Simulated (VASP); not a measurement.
## LiTlF4: band structure with LDA

LiTlF4:

```
CELL_PARAMETERS angstrom
3.53824 0.00000 0.00000
0.00000 3.53824 0.00000
0.00000 0.00000 5.99259
ATOMIC_POSITIONS crystal
Li 0.50000 0.50000 0.50000
Tl 0.00000 0.00000 0.00000
F 0.00000 0.00000 0.60497
F 0.00000 0.00000 0.39503
F 0.50000 0.50000 0.10512
F 0.50000 0.50000 0.89488
```

The cell was built by a generator and needn't be a form met in nature.

* Program: VASP 6.6.1
* Task: band structure
* Functional: LDA
* Potentials or basis: VASP PAW LDA potentials, release 64 (Li_sv, Tl_d, F)
* Cutoff: 520 eV
* k mesh: 8 × 8 × 5
* Occupations: fermi-dirac, width 0.02 eV
* Spin: no spin polarisation
* Further INCAR settings: ALGO = Normal; EDIFF = 1e-07; NBANDS = 31

The largest force is 26.866 eV/Å and the band gap along the path is none (metal or under the smearing width).

Forces in eV/Å, atoms in the order of the input:
```
Li    0.000   0.000   0.000
Tl    0.000   0.000   0.000
F     0.000   0.000  24.078
F     0.000   0.000 -24.078
F     0.000   0.000  26.866
F     0.000   0.000 -26.866
```

Levels at the corners of the path, in eV from the Fermi level:
```
point  band 20  band 21  band 22  band 23  band 24  band 25
    Γ    -5.76    -5.76    -1.80     0.13     0.32     3.47
    X    -6.04    -3.77    -0.72    -0.50     0.02     1.69
    X    -6.04    -3.77    -0.72    -0.50     0.02     1.69
    M    -5.77    -4.51    -0.74     0.04     1.88     1.88
    M    -5.77    -4.51    -0.74     0.04     1.88     1.88
    Γ    -5.76    -5.76    -1.80     0.13     0.32     3.47
    Γ    -5.76    -5.76    -1.80     0.13     0.32     3.47
    Z    -5.90    -5.90    -1.48     1.25     1.79     3.83
    Z    -5.90    -5.90    -1.48     1.25     1.79     3.83
    R    -6.04    -4.55    -0.30    -0.07     1.47     1.50
    R    -6.04    -4.55    -0.30    -0.07     1.47     1.50
    A    -6.02    -5.47     0.06     1.54     2.20     2.20
    A    -6.02    -5.47     0.06     1.54     2.20     2.20
    Z    -5.90    -5.90    -1.48     1.25     1.79     3.83
    X    -6.04    -3.77    -0.72    -0.50     0.02     1.69
    R    -6.04    -4.55    -0.30    -0.07     1.47     1.50
    M    -5.77    -4.51    -0.74     0.04     1.88     1.88
    A    -6.02    -5.47     0.06     1.54     2.20     2.20
```

It took 4 min on 1 thread of Intel(R) Xeon(R) 6975P-C (Granite Rapids), with other jobs on the host, peak memory 0.27 GiB.

Caveat: the standard files for N, O and F lose accuracy on very short bonds; spin-orbit coupling is left out, which moves the levels of the heavy elements; forces of over 1 eV/Å show positions far from the minimum, so gaps and moduli don't describe the material at rest.
